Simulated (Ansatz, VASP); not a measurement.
**One calculation of Zn4C3, two programs**

File INCAR:

```
PREC = Accurate
ENCUT = 600
EDIFF = 1E-7
ISMEAR = 0
SIGMA = 0.1
LREAL = False
LASPH = True
NELM = 100
ALGO = Normal
ISIF = 3
LWAVE = False
LCHARG = False
GGA = PE
IBRION = 2
NSW = 100
EDIFFG = -0.01
```

File KPOINTS:

```
regular mesh
0
Gamma
  10 10 10
```

File POSCAR:

```
Zn4C3
1.0
    4.3380537772      0.0000000000      0.0000000000
    0.0000000000      4.3380537772      0.0000000000
    0.0000000000      0.0000000000      4.3380537772
Zn C
4 3
Direct
    0.5000000000      0.5000000000      0.5000000000
    0.5000000000      0.0000000000      0.0000000000
    0.0000000000      0.5000000000      0.0000000000
    0.0000000000      0.0000000000      0.5000000000
    0.0000000000      0.5000000000      0.5000000000
    0.5000000000      0.0000000000      0.5000000000
    0.5000000000      0.5000000000      0.0000000000
```

Input for Ansatz:

```yaml
crystal:
  lattice:
    - [4.3380537772, 0.0, 0.0]
    - [0.0, 4.3380537772, 0.0]
    - [0.0, 0.0, 4.3380537772]
  atoms:
    - { symbol: Zn, position: [0.5, 0.5, 0.5] }
    - { symbol: Zn, position: [0.5, 0.0, 0.0] }
    - { symbol: Zn, position: [0.0, 0.5, 0.0] }
    - { symbol: Zn, position: [0.0, 0.0, 0.5] }
    - { symbol: C, position: [0.0, 0.5, 0.5] }
    - { symbol: C, position: [0.5, 0.0, 0.5] }
    - { symbol: C, position: [0.5, 0.5, 0.0] }
basis:
  ecutwfc: 420
kpoints:
  mp_grid: { grid: [10, 10, 10] }
hamiltonian:
  xc: pbe
scf:
  occupations: { method: gaussian, width: 0.1 }
output:
  forces: true
  stress: true
  eigenvalues: true
  write_density: true
  write_potential: true
  elf: true
  volumetric_format: npy
relax:
  adjacent_minimum: "off"
  f_tol: 0.01
  max_steps: 80
  cell: { stress_tol: 0.05 }
```

Alike in both runs: task relaxation of cell and atoms; functional PBE; k mesh 10 × 10 × 10; occupations gaussian, width 0.1 eV; no spin polarisation.

|  | VASP | Ansatz |
| --- | --- | --- |
| version | VASP 6.6.1 | Ansatz 0.2.0 |
| potentials or method | VASP PAW PBE potentials, release 64 (Zn, C) | scalar-relativistic, plane waves, PAW |
| plane-wave cutoff (eV) | 600 | 420 |
| valence electrons in the cell | 60 | 60 |

|  | VASP | Ansatz | Ansatz less VASP |
| --- | --- | --- | --- |
| gap on the k mesh at the Fermi level, each at its own relaxed structure (eV) | none | none | - |
| relaxed volume (Å³/atom) | 11.80 | 11.74 | -0.066 |
| relaxed cell length with the largest relative difference (Å) | 4.355 | 4.347 | -0.0081 |

A gap of «none» marks a metal or a gap that the smearing closes.
